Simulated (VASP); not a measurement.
InP:

```xyz
2
Lattice="0.0000 2.9305 2.9305 2.9305 0.0000 2.9305 2.9305 2.9305 0.0000" Properties=species:S:1:pos:R:3 pbc="T T T"
In    0.0000    0.0000    0.0000
P     1.4652    1.4652    1.4652
```

```yaml
Program: VASP 6.6.1
Task: relaxation of cell and atoms
Functional: PBE
Potentials_or_basis: VASP PAW PBE potentials, release 64 (In_d, P)
Cutoff: 520 eV
k_mesh: 10 × 10 × 10
Occupations: gaussian, width 0.02 eV
Spin: no spin polarisation
```

At the start: pressure 3.3 GPa; volume 25.17 Å³/atom.

Task: Where does the relaxation end?

Result: Over 3 steps the energy falls by 12.4 meV/atom and the volume is 26.43 Å³/atom (+5.0 %); space group F-43m (No. 216, to 0.05 Å).

Step by step:
```tsv
step	energy change (eV)	largest force (eV/Å)	pressure (GPa)	volume (Å³)
1	0.0000	0.0000	3.29	50.33
2	-0.0190	0.0000	-1.38	54.19
3	-0.0248	0.0000	0.01	52.87
```

Final structure:
```yaml
crystal:
  lattice:
    - [0.00000, 2.97890, 2.97890]
    - [2.97890, 0.00000, 2.97890]
    - [2.97890, 2.97890, 0.00000]
  atoms:
    - { symbol: In, position: [0.00000, 0.00000, 0.00000] }
    - { symbol: P, position: [0.25000, 0.25000, 0.25000] }
```
